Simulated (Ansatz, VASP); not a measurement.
## Two plane-wave programs on AlIn2

Contents of INCAR:

```
SYSTEM = AlIn2
PREC = Accurate
ENCUT = 520
EDIFF = 1E-7
ISMEAR = 0
SIGMA = 0.1
LREAL = .False.
LASPH = .True.
NELM = 60
ALGO = Fast
ISIF = 2
LWAVE = .False.
LCHARG = .False.
GGA = PE
NBANDS = 38
```

File KPOINTS:

```
regular mesh
0
Gamma
  4 4 4
  0 0 0
```

POSCAR

```
AlIn2
1.0
   -3.2665182300      3.2665182300      2.7247952600
    3.2665182300     -3.2665182300      2.7247952600
    3.2665182300      3.2665182300     -2.7247952600
Al In
2 4
Direct
    0.7500000000      0.7500000000      0.0000000000
    0.2500000000      0.2500000000      0.0000000000
    0.6585508300      0.1585508300      0.8171016600
    0.1585508300      0.3414491700      0.5000000000
    0.8414491700      0.6585508300      0.5000000000
    0.3414491700      0.8414491700      0.1828983400
```

Input for Ansatz:

```yaml
crystal:
  lattice:
    - [-3.26651823, 3.26651823, 2.72479526]
    - [3.26651823, -3.26651823, 2.72479526]
    - [3.26651823, 3.26651823, -2.72479526]
  atoms:
    - { symbol: Al, position: [0.75, 0.75, 0.0] }
    - { symbol: Al, position: [0.25, 0.25, 0.0] }
    - { symbol: In, position: [0.65855083, 0.15855083, 0.81710166] }
    - { symbol: In, position: [0.15855083, 0.34144917, 0.5] }
    - { symbol: In, position: [0.84144917, 0.65855083, 0.5] }
    - { symbol: In, position: [0.34144917, 0.84144917, 0.18289834] }
basis:
  ecutwfc: 420
kpoints:
  mp_grid: { grid: [4, 4, 4] }
hamiltonian:
  xc: pbe
scf:
  occupations: { method: gaussian, width: 0.1 }
  lower_state_search: "off"
output:
  forces: true
  stress: true
  eigenvalues: true
```

Change from the starting cell: species swapped into the MnGe2 type (I4/mcm, No. 140).

Alike in both runs: task single point; functional PBE; k mesh 4 × 4 × 4; occupations gaussian, width 0.1 eV; no spin polarisation.

|  | VASP | Ansatz |
| --- | --- | --- |
| version | VASP 6.6.1 | Ansatz 0.2.0 |
| potentials or method | VASP PAW PBE potentials, release 64 (Al, In_d) | scalar-relativistic, plane waves, PAW |
| plane-wave cutoff (eV) | 520 | 420 |
| valence electrons in the cell | 58 | 58 |

|  | VASP | Ansatz | Ansatz less VASP |
| --- | --- | --- | --- |
| gap on the k mesh at the Fermi level (eV) | none | none | - |
| pressure (GPa) | 17.0 | 17.0 | +0.07 |
| largest component of the traceless stress (GPa) | 4.73 | 4.72 | -0.002 |
| rms of the force components (eV/Å) | 0.078 | 0.079 | +0.0009 |

Atom by atom the forces differ by 0.001 eV/Å (rms over components). A gap of «none» marks a metal or a gap that the smearing closes.

Caveats: the k mesh is coarse (spacing up to 0.38 Å⁻¹), so the values aren't converged; so large a pressure means that the cell lies far from this level's equilibrium, or that cutoff or potentials fall short (VASP).
